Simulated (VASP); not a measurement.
Input:

```
CELL_PARAMETERS angstrom
      3.47418     0.00000     0.00000
     -1.73709     3.00873     0.00000
      0.00000     0.00000    17.45403
ATOMIC_POSITIONS crystal
  Te 0.33333 0.66667 0.89657
  Te 0.33333 0.66667 0.10343
  W  0.00000 0.00000 0.00000
```

Level of theory: LDA (Ceperley-Alder, Perdew-Zunger), VASP's LDA PAW potentials (set 64) (plane waves; VASP 6.6.1). Numerical set-up: 400 eV cut-off, Gaussian smearing of 0.050 eV, potentials Te W_sv.

The cell holds a wide vacuum, so values per volume refer to the whole cell. Unless said otherwise, spin-orbit coupling is left out, though it shifts the bands of the heavy elements here.

Give the energies of bands 7 to 16 at the high-symmetry points, in eV from the valence-band maximum.

```json
[
 {"band": "7", "Γ": "-5.76", "M": "-6.13", "K": "-5.13", "A": "-5.76", "L": "-6.13", "H": "-5.13"},
 {"band": "8", "Γ": "-2.10", "M": "-4.98", "K": "-4.94", "A": "-2.10", "L": "-4.98", "H": "-4.94"},
 {"band": "9", "Γ": "-1.80", "M": "-3.66", "K": "-4.21", "A": "-1.80", "L": "-3.66", "H": "-4.21"},
 {"band": "10", "Γ": "-1.80", "M": "-2.47", "K": "-3.29", "A": "-1.80", "L": "-2.47", "H": "-3.29"},
 {"band": "11", "Γ": "-0.83", "M": "-1.84", "K": "-3.15", "A": "-0.83", "L": "-1.84", "H": "-3.15"},
 {"band": "12", "Γ": "-0.83", "M": "-0.98", "K": "-1.89", "A": "-0.83", "L": "-0.98", "H": "-1.89"},
 {"band": "13", "Γ": "-0.64", "M": "-0.35", "K": "0.00", "A": "-0.64", "L": "-0.35", "H": "0.00"},
 {"band": "14", "Γ": "3.35", "M": "1.92", "K": "1.24", "A": "3.35", "L": "1.92", "H": "1.24"},
 {"band": "15", "Γ": "3.35", "M": "2.18", "K": "2.06", "A": "3.35", "L": "2.18", "H": "2.06"},
 {"band": "16", "Γ": "3.66", "M": "3.08", "K": "3.07", "A": "3.66", "L": "3.08", "H": "3.07"}
]
```

The gap is direct, 1.24 eV, from the valence maximum at K to the conduction minimum at K.

The cell is a sheet with vacuum, built from a database entry that may be metastable or hypothetical.
